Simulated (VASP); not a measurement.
An input for Ansatz (written as the equivalent of a VASP run, and not itself run):

Ansatz 0.2 input:
```yaml
crystal:
  lattice:
    - [2.2668381, 0.0000000, 0.0000000]
    - [-1.1334190, 1.9631392, 0.0000000]
    - [0.0000000, 0.0000000, 3.5577126]
  atoms:
    - { symbol: Be, position: [0.6666670, 0.3333330, 0.7500000] }
    - { symbol: Be, position: [0.3333330, 0.6666670, 0.2500000] }
kpoints:
  mp_grid: { grid: [17, 17, 9] }
hamiltonian:
  xc: pbe
  pseudopotentials: { kind: paw }
scf:
  occupations: { method: methfessel_paxton, width: 0.1 }
  max_iter: 100
relax:
  max_steps: 60
  f_tol: 0.01
  cell: {}
output: { forces: true, stress: true, eigenvalues: true }
```

Q: Translate this input to VASP (INCAR, KPOINTS, POSCAR, choice of POTCAR).

A: Several could match; the one computed here: 
File KPOINTS:
```
Automatic mesh
0
Gamma
17 17 9
0 0 0
```

POSCAR:
```
Be
1.0
  2.2668380689   0.0000000000   0.0000000000
 -1.1334190345   1.9631391846   0.0000000000
  0.0000000000   0.0000000000   3.5577125545
Be
2
Cartesian
  1.1334201679   0.6543790738   2.6682844159
 -0.0000011335   1.3087601108   0.8894281386
```

**INCAR**
```
! general
SYSTEM=Be
PREC  =Accurate
ENCUT =480
LREAL =.FALSE.
LASPH =.TRUE.

! electronic loop
EDIFF =1E-6
NELM  =100
ALGO  =Normal

! smearing
ISMEAR=1
SIGMA =0.1

! functional
GGA   =PE

! ions
IBRION=2
NSW   =60
ISIF  =3
EDIFFG=-0.01

! output
LWAVE =.FALSE.
LCHARG=.FALSE.
```

POTCAR, in this order: Be (PBE.64 set). Program: vasp_std.

What does not carry over: each code has its own PAW files, so the cut-off isn't converted (ENCUT is set for VASP's; basis.ecutwfc is left out, and Ansatz then takes the one that its files recommend); Ansatz stops its SCF on the density residual and VASP on the energy change (EDIFF).

The compound is Be in the hcp structure. It was relaxed first. The start is the result of an earlier pass.
